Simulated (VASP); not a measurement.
# GW-BSE spectrum of BN (Qingsongite)

What does the electron-hole attraction do to the spectrum of BN (Qingsongite)? The cell is of the zinc-blende type, one of the forms listed for this formula. The start is a cell from a database of measured crystal structures.

Method: PBE; plane waves and PAW (N_GW, B_GW), in the first sound run; inputs show where later runs differ, in VASP 6.6.1.

Most raw output is cut from this account.

### Step 1. The starting structure

Symmetry: F-43m, No. 216, cubic system. The conventional cell has a = 3.615 Å, b = 3.615 Å, c = 3.615 Å, α = 90.00°, β = 90.00°, γ = 90.00°. N has 4 B at 1.57 Å nearest. Nearest to B lie 4 N at 1.57 Å. Farther neighbours and most contacts between anions are not listed.

Coordinates:

```xyz
2
Lattice="0.0000 1.8075 1.8075 1.8075 0.0000 1.8075 1.8075 1.8075 0.0000" Properties=species:S:1:pos:R:3 pbc="T T T"
N     2.7113    2.7113    2.7113
B     0.0000    0.0000    0.0000
```

### Step 2. Ground state

The orbitals come from a self-consistent PBE run with a tight EDIFF and a narrow smearing. KPOINTS_OPT adds the bands along a path, which shows whether the mesh holds the band edges.

Input file INCAR:

```
SYSTEM = BN
PREC = Accurate
ENCUT = 450
EDIFF = 1E-08
NELM = 100
ISMEAR = 0
SIGMA = 0.01
LREAL = .FALSE.
ALGO = Normal
GGA = PE
NBANDS = 10
LORBIT = 11
LWAVE = .TRUE.
LCHARG = .FALSE.
KPAR = 8
```

Input file POSCAR:

```
BN
1.0
    0.0000000000      1.8075000000      1.8075000000
    1.8075000000      0.0000000000      1.8075000000
    1.8075000000      1.8075000000      0.0000000000
N B
1 1
Direct
    0.7500000000      0.7500000000      0.7500000000
    0.0000000000      0.0000000000      0.0000000000
```

Input file KPOINTS:

```
Automatic mesh
0
Gamma
4 4 4
0 0 0
```

Input file KPOINTS_OPT:

```
Line mode
12
Line-mode
Reciprocal
  0.00000000   0.00000000   0.00000000 GAMMA
  0.50000000   0.00000000   0.50000000 X

  0.50000000   0.00000000   0.50000000 X
  0.50000000   0.25000000   0.75000000 W

  0.50000000   0.25000000   0.75000000 W
  0.37500000   0.37500000   0.75000000 K

  0.37500000   0.37500000   0.75000000 K
  0.00000000   0.00000000   0.00000000 GAMMA

  0.00000000   0.00000000   0.00000000 GAMMA
  0.50000000   0.50000000   0.50000000 L

  0.50000000   0.50000000   0.50000000 L
  0.62500000   0.25000000   0.62500000 U

  0.62500000   0.25000000   0.62500000 U
  0.50000000   0.25000000   0.75000000 W

  0.50000000   0.25000000   0.75000000 W
  0.50000000   0.50000000   0.50000000 L

  0.50000000   0.50000000   0.50000000 L
  0.37500000   0.37500000   0.75000000 K

  0.62500000   0.25000000   0.62500000 U
  0.50000000   0.00000000   0.50000000 X
```

Potentials, in the order of the species: N_GW and B_GW (PBE family, release 64).

Launch:

```sh
$ mpirun -np 8 vasp_std
```

Elapsed: 2.6 s, on 8 MPI ranks of AMD EPYC 7R43, shared host; peak memory 0.64 GiB.

Numbers from this step:

```yaml
free_energy_toten: -17.37 eV
fermi_energy: 7.597 eV
pressure: 0.009848 GPa
least_gap_on_mesh_and_path: 4.436 eV
least_direct_gap_on_mesh_and_path: 8.792 eV
```

The highest empty bands on the path are converged less tightly, to about 0.1 eV. Electronic bands along the path, in eV, zero at the valence-band top; v1 is the highest filled band, c1 the lowest empty one:

```csv
point,v3,v2,v1,c1,c2,c3,c4
Γ,0.00,0.00,0.00,8.79,8.79,8.79,10.33
0.55 of the way,-4.55,-3.33,-3.33,6.48,11.19,14.02,14.02
X,-8.94,-4.92,-4.92,4.44,9.20,17.92,17.92
0.55 of the way,-8.44,-5.90,-5.85,6.83,11.16,15.94,17.28
W,-7.61,-6.98,-6.53,9.59,13.29,14.48,14.65
0.55 of the way,-8.00,-7.49,-4.95,7.98,13.03,14.71,16.51
K,-8.14,-7.68,-4.08,6.89,12.86,15.82,16.67
0.55 of the way,-5.15,-3.44,-0.91,10.36,10.56,10.91,13.33
Γ,0.00,0.00,0.00,8.79,8.79,8.79,10.33
0.55 of the way,-6.17,-1.26,-1.26,9.70,10.44,10.44,13.87
L,-10.71,-1.95,-1.95,10.12,10.68,10.68,15.26
0.55 of the way,-9.82,-4.83,-3.00,8.64,13.03,13.07,15.55
U,-8.14,-7.68,-4.08,6.89,12.86,15.82,16.67
0.55 of the way,-7.94,-7.41,-5.26,8.36,13.11,14.45,16.26
W,-7.61,-6.98,-6.53,9.59,13.29,14.48,14.65
0.55 of the way,-9.89,-4.47,-3.21,9.64,11.02,13.92,15.71
L,-10.71,-1.95,-1.95,10.12,10.68,10.68,15.26
0.45 of the way,-10.09,-4.10,-2.73,9.08,12.33,12.44,15.62
K,-8.14,-7.68,-4.08,6.89,12.86,15.82,16.67
jump to U,-8.14,-7.68,-4.08,6.89,12.86,15.82,16.67
0.45 of the way,-8.68,-6.15,-4.66,5.53,10.33,17.22,17.48
X,-8.94,-4.92,-4.92,4.44,9.20,17.92,17.92
```

Of the projections kept (N, B), the largest for each band there; the rest of the weight can lie on other orbitals:

```csv
point,v3,v2,v1,c1,c2,c3,c4
Γ,N 0.86,N 0.86,N 0.86,B 0.93,B 0.93,B 0.93,N 0.74
X,N 0.54,N 0.62,N 0.62,B 0.56,B 0.91,B 0.57,B 0.57
W,B 0.51,N 0.66,N 0.54,N 0.87,B 0.74,B 1.00,B 0.52
K,N 0.51,N 0.58,N 0.64,B 0.56,B 0.59,B 0.61,B 0.63
Γ,N 0.86,N 0.86,N 0.86,B 0.93,B 0.93,B 0.93,N 0.74
L,N 0.50,N 0.72,N 0.72,B 0.60,B 0.79,B 0.79,N 0.79
```

The cell has a gap of 4.44 eV on mesh and path.

### Step 3. Empty bands

The next step needs empty bands that the ground-state run didn't converge, so the Hamiltonian is diagonalised exactly for NBANDS bands, in a single step. LOPTICS writes the k-derivatives of the orbitals (WAVEDER), which give the long-wavelength limit of the screening.

Input file INCAR:

```
SYSTEM = BN
PREC = Accurate
ENCUT = 450
ISMEAR = 0
SIGMA = 0.01
LREAL = .FALSE.
GGA = PE
NBANDS = 32
ALGO = Exact
NELM = 1
LWAVE = .TRUE.
LCHARG = .FALSE.
LOPTICS = .TRUE.
NEDOS = 1000
CSHIFT = 0.1
```

POSCAR is that of step 2.

KPOINTS is that of step 2.

Launch:

```sh
$ mpirun -np 8 vasp_std
```

Run time: 1.4 s. Hardware: 8 MPI ranks; peak memory 0.57 GiB.

The gap is read on the k-mesh alone, so it is an upper bound where the band edges lie off the mesh.

A gap read on the k-mesh alone can miss the band edges.

Numbers from this step:

```
gap on the k-mesh              : 4.436 eV
least direct gap on the k-mesh : 8.792 eV
```

WAVECAR now holds 32 bands for 8 electrons. Its independent-particle dielectric tensor has xx, yy, zz = 5.4, 5.4, 5.4 on this mesh, which isn't tested for convergence in mesh or bands and lacks local fields.

### Step 4. G0W0

This step: G0W0 on PBE; plane waves and PAW (N_GW, B_GW) (VASP 6.6.1).

G0W0 keeps orbitals and screening fixed and shifts each of the lowest NBANDSGW levels once. LWAVE keeps the quasiparticle levels in WAVECAR, and the W files hold the screened interaction for the next step.

Input file INCAR:

```
SYSTEM = BN
PREC = Accurate
ENCUT = 450
ISMEAR = 0
SIGMA = 0.01
LREAL = .FALSE.
GGA = PE
NBANDS = 32
ALGO = EVGW0
NELMGW = 1
ENCUTGW = 100
NOMEGA = 48
PRECFOCK = Fast
NBANDSGW = 16
LWAVE = .TRUE.
LCHARG = .FALSE.
```

POSCAR is that of step 3.

KPOINTS is that of step 3.

Launch:

```sh
$ mpirun -np 8 vasp_std
```

It took 3.2 s on 8 MPI ranks; peak memory 0.6 GiB; 20 s of CPU time.

Numbers from this step:

* quasiparticle gap on the mesh: 5.682 eV
* smallest direct quasiparticle gap on the mesh: 10.76 eV
* gap of the starting orbitals on the mesh: 4.436 eV

GW takes the gap from 4.436 to 5.682 eV. The value holds for 32 bands, ENCUTGW = 100 eV and this mesh, and isn't shown to be converged in them.

### Step 5. BSE, Tamm-Dancoff

This step: BSE on G0W0 on PBE; plane waves and PAW (N_GW, B_GW) (VASP 6.6.1).

The Bethe-Salpeter equation adds the screened attraction of electron and hole to the quasiparticle pairs; ANTIRES = 0 leaves out the coupling to antiresonant pairs.

Input file INCAR:

```
SYSTEM = BN
PREC = Accurate
ENCUT = 450
ISMEAR = 0
SIGMA = 0.01
LREAL = .FALSE.
GGA = PE
NBANDS = 32
ALGO = BSE
NBANDSO = 3
NBANDSV = 4
OMEGAMAX = 25
NEDOS = 1000
CSHIFT = 0.1
PRECFOCK = Fast
LWAVE = .FALSE.
LCHARG = .FALSE.
ENCUTGW = 100
ANTIRES = 0
```

POSCAR is that of step 4.

KPOINTS is that of step 4.

Launch:

```sh
$ mpirun -np 8 vasp_std
```

Wall time 1.8 s (8 MPI ranks); peak memory 0.6 GiB.

Numbers from this step:

```yaml
lowest_excitation: 9.810 eV
direct_gap_less_the_lowest_excitation: 0.9464 eV
```

The imaginary dielectric function, xx has structure finer than the step of the table below, so its rows give means over 0.5 eV, whole bins alone (the curve runs from 0 to 25 eV). Peaks (eV: height): 9.83: 43.3, 10.21: 37.2, 10.71: 38.4, 11.64: 37.7, 12.09: 28.7, 12.64: 11.1, 13.96: 8.64.

From 3 filled and 4 empty bands alone, without any pair above OMEGAMAX = 25 eV, so strength is missing wherever others contribute; lines are broadened by CSHIFT, which also makes the tail under the first line. Table of imaginary dielectric function, xx by photon energy; means over each step:

```csv
photon energy (eV),"imaginary dielectric function, xx"
0.5,0.00339
1.0,0.00688
1.5,0.0105
2.0,0.0145
2.5,0.0189
3.0,0.0238
3.5,0.0296
4.0,0.0364
4.5,0.0448
5.0,0.0552
5.5,0.0687
6.0,0.0868
6.5,0.112
7.0,0.149
7.5,0.208
8.0,0.313
8.5,0.532
9.0,1.19
9.5,8.70
10.0,29.1
10.5,19.9
11.0,13.4
11.5,19.4
12.0,17.9
12.5,7.87
13.0,3.90
13.5,1.49
14.0,4.93
14.5,0.870
15.0,2.26
15.5,3.10
16.0,1.47
16.5,0.857
17.0,0.917
17.5,0.689
18.0,2.27
18.5,1.37
19.0,0.996
19.5,1.67
20.0,2.32
20.5,0.558
21.0,0.741
21.5,1.77
22.0,0.464
22.5,0.692
23.0,0.222
23.5,0.701
24.0,0.658
24.5,0.0724
```

Some of the lowest 40 states alone, with states under 2.5 meV apart joined, scaled to the strongest line shown. Lines of the exciton spectrum (strongest = 100):

```csv
position (eV),lines merged,oscillator strength
9.811,6,100
9.852,2,0.0
9.911,1,0.0
10.193,3,80
10.204,3,0.0
10.713,3,83
10.777,3,0.0
10.819,3,0.0
10.829,3,2.1
11.186,3,20
11.623,3,83
11.686,2,0.0
11.709,3,0.0
```

The lowest excitation lies at 9.810 eV, -946 meV against the direct gap of these orbitals. No second mesh in this session tests these energies, peaks and heights.

### Step 6. Independent quasiparticles

This step: BSE on G0W0 on PBE, independent quasiparticles; plane waves and PAW (N_GW, B_GW) (VASP 6.6.1).

With LADDER and LHARTREE off the pairs don't interact at all, so the lowest line must equal the direct gap.

Edit INCAR of step 5 so:

```diff
@@ -19 +19,3 @@
 ANTIRES = 0
+LADDER = .FALSE.
+LHARTREE = .FALSE.
```

POSCAR is that of step 5.

KPOINTS is that of step 5.

Launch:

```sh
$ mpirun -np 8 vasp_std
```

Run time: 1.4 s. Hardware: 8 MPI ranks; peak memory 0.58 GiB.

This step gave:

```yaml
lowest_excitation: 10.76 eV
```

The imaginary dielectric function, xx has structure finer than the step of the table below, so its rows give means over 1 eV, whole bins alone (the curve runs from 0 to 25 eV). Peaks (eV: height): 10.8: 11.7, 11.1: 12.1, 11.7: 18.9, 12.7: 20.8, 13.1: 51.7, 13.7: 36.1, 14.8: 18.0.

From 3 filled and 4 empty bands alone, without any pair above OMEGAMAX = 25 eV, so strength is missing wherever others contribute; lines are broadened by CSHIFT, which also makes the tail under the first line. The imaginary dielectric function, xx by photon energy; means over each step:

```csv
photon energy (eV),"imaginary dielectric function, xx"
1,0.00390
2,0.00808
3,0.0129
4,0.0189
5,0.0269
6,0.0383
7,0.0564
8,0.0891
9,0.166
10,0.619
11,6.68
12,7.09
13,20.4
14,16.0
15,5.65
16,2.58
17,3.86
18,0.874
19,2.75
20,1.38
21,2.58
22,1.51
23,2.74
24,0.531
```

The lowest excitation lies at 10.757 eV, +946 meV against the Tamm-Dancoff singlet. No second mesh in this session tests these energies, peaks and heights.

### Step 7. Summary

This step: BSE on G0W0 on PBE; plane waves and PAW (VASP 6.6.1).

This step runs nothing: it gathers the runs above.

Cost is wall time times ranks on a shared host, for this step alone, without the steps before it. Excitations by level:

```csv
level,first excitation (eV),cost (core minutes)
"BSE, Tamm-Dancoff",9.81,0.24
independent quasiparticles,10.76,0.19
```

### Step 8. Summary of results

```yaml
bse_tamm_dancoff: lowest vertical excitation 9.810 eV; direct gap 10.757 eV
independent_quasiparticles: lowest vertical excitation 10.757 eV; direct gap 10.757 eV
```

In words: The Bethe-Salpeter equation puts the lowest vertical singlet excitation at 9.810 eV, 0.95 eV below the direct gap of 10.757 eV; the states within 10 meV of it carry 100 % of the strength of the strongest such group among the lowest 40 states. The spectra were run on one mesh, so the distance from the gap isn't shown to be converged; coarse meshes tend to overstate it. Bands, response cutoff and mesh of the GW step weren't tested in this session. Only vertical pairs enter; the least gap on the mesh is indirect, 5.682 eV, and its phonon-assisted absorption is absent. Only the bands set by NBANDSO and NBANDSV form pairs, and any pair above OMEGAMAX = 25 eV is dropped, so the spectrum is that of this window; the window can cut degenerate bands. Not tabulated here, as repeats of values shown or as unfit to read for their mesh, reference level or band range: eps2 curves (empty bands); eps1 curves and static values (BSE, empty bands, independent quasiparticles); line lists of runs without attraction (independent quasiparticles).

[Lines on the potential files, build, host, timing and source positions are cut from VASP's logs without a mark.]

[Logs are printed without paths, hosts, clocks, repeated set-up lines and the standing remarks that a program may print on its own settings, such as how far it seeks lower states.]

[Hosts, paths, dates, database ids (printed as entryN), source tags and the programs' standing remarks are cut or masked in the printed files.]

[Pressures printed for these runs are not shown converged in the cutoff: they can be off by several GPa and have the wrong sign.]
